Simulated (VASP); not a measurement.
MgO: phonons with LDA

Crystal: MgO.

```
CELL_PARAMETERS angstrom
0.00000 2.12450 2.12450
2.12450 0.00000 2.12450
2.12450 2.12450 0.00000
ATOMIC_POSITIONS crystal
Mg 0.00000 0.00000 0.00000
O 0.50000 0.50000 0.50000
```

- Program: VASP 6.6.1
- Task: phonons
- Functional: LDA
- Potentials or basis: VASP PAW LDA potentials, release 64 (Mg, O)
- Cutoff: 600 eV
- k mesh: 10 × 10 × 10
- Occupations: gaussian, width 0.02 eV
- Spin: no spin polarisation
- By perturbation theory: yes
- Further INCAR settings: ALGO = Fast; EDIFF = 1e-08; IBRION = 8; NSW = 1

- Relaxed volume: 8.89 Å³/atom
- Relaxed cell: a = 2.930 Å, b = 2.930 Å, c = 2.930 Å, α = 60.00°, β = 60.00°, γ = 60.00°
- Space group after relaxing (to 0.05 Å): Fm-3m (No. 225)
- Highest phonon frequency at Γ, LO-TO splitting left out: 426 cm⁻¹

Step by step:
| step | energy change (eV) | largest force (eV/Å) | pressure (GPa) | volume (Å³) |
| --- | --- | --- | --- | --- |
| 1 | 0.0000 | 0.0000 | -11.59 | 19.18 |
| 2 | -0.0467 | 0.0000 | 5.04 | 17.32 |
| 3 | -0.0539 | 0.0000 | 0.01 | 17.78 |

Final structure:
```yaml
crystal:
  lattice:
    - [0.00000, 2.07159, 2.07159]
    - [2.07159, 0.00000, 2.07159]
    - [2.07159, 2.07159, 0.00000]
  atoms:
    - { symbol: Mg, position: [0.00000, 0.00000, 0.00000] }
    - { symbol: O, position: [0.50000, 0.50000, 0.50000] }
```

Phonon frequencies in cm⁻¹ (negative: imaginary):
```csv
q point,frequencies
"(0.000, 0.000, 0.000)",0 0 0 426 426 426
```

Wall time 25 s on 1 thread of Intel(R) Xeon(R) 6975P-C (Granite Rapids), on a shared host, peak memory 0.18 GiB.
